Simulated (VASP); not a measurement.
Here is the system:

```
CdF2
1.0
    0.00000     2.77511     2.77511
    2.77511     0.00000     2.77511
    2.77511     2.77511     0.00000
Cd F
1 2
Direct
  0.00000   0.00000   0.00000
  0.25000   0.25000   0.25000
  0.75000   0.75000   0.75000
```

Computed with optB88-vdW, VASP's PBE PAW potentials (set 64) (plane waves; VASP 6.6.1). Numerical set-up: 520 eV cut-off, 7×7×7 Γ-centred mesh, Gaussian smearing of 0.050 eV, potentials Cd F.

**Question.** Give the stress tensor in GPa (positive for a compressed cell).

**Answer.** 
```
-5.21   0.00   0.00
 0.00  -5.21   0.00
 0.00   0.00  -5.21
```
The pressure is its mean diagonal, -5.21 GPa.

The compound is CdF2 in the fluorite structure. This cell is one point of a volume scan, at 1.06 of the reference volume.
